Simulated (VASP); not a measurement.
Computed with PBE GGA, VASP's PBE PAW potentials (set 64) (plane waves; VASP).

VASP ran on this input.

File KPOINTS:
```
Automatic mesh
0
Gamma
10 10 10
0 0 0
```

File POSCAR:
```
BP
1
    0.0000000000     2.2731460608     2.2731460608
    2.2731460608     0.0000000000     2.2731460608
    2.2731460608     2.2731460608     0.0000000000
B P
1 1
Direct
  0.0000000000   0.0000000000   0.0000000000
  0.2500000000   0.2500000000   0.2500000000
```

INCAR:
```
ALGO = Normal   ! blocked Davidson
ENCUT = 620
NELM = 100
LCHARG = .FALSE.
EDIFF = 1E-6   ! SCF stop (eV)
IBRION = 2   ! conjugate gradients
ISMEAR = 0
LREAL = .FALSE.
GGA = PE
ISIF = 3
LWAVE = .FALSE.
LASPH = .TRUE.
NSW = 40
SIGMA = 0.05
PREC = Accurate
SYSTEM = BP
EDIFFG = -0.02   ! ionic stop
```

POTCAR, in this order: B P (PBE.64 set). Program: vasp_std.

### Question
Predict the energy per atom (σ→0).

### Answer

```
Quantity                       Result
---------------------  --------------
energy per atom (σ→0)  -6.466 eV/atom
```

OSZICAR:
```
...
DAV:   6    -0.130293264350E+02    0.59948E+00   -0.16192E+00   808   0.696E+00    0.390E+00
DAV:   7    -0.129402629844E+02    0.89063E-01   -0.25472E-01  1144   0.308E+00    0.129E+00
DAV:   8    -0.129321988140E+02    0.80642E-02   -0.28323E-02   816   0.116E+00    0.213E-01
DAV:   9    -0.129325058756E+02   -0.30706E-03   -0.50974E-04  1080   0.207E-01    0.119E-01
DAV:  10    -0.129327024549E+02   -0.19658E-03   -0.29031E-04   832   0.135E-01    0.263E-02
DAV:  11    -0.129327133124E+02   -0.10858E-04   -0.13948E-05  1080   0.326E-02    0.316E-02
DAV:  12    -0.129327140894E+02   -0.77700E-06   -0.33385E-06   760   0.119E-02
   1 F= -.12932714E+02 E0= -.12932714E+02  d E =-.129327E+02
```

The compound is BP in the zinc blende structure. It was relaxed first.
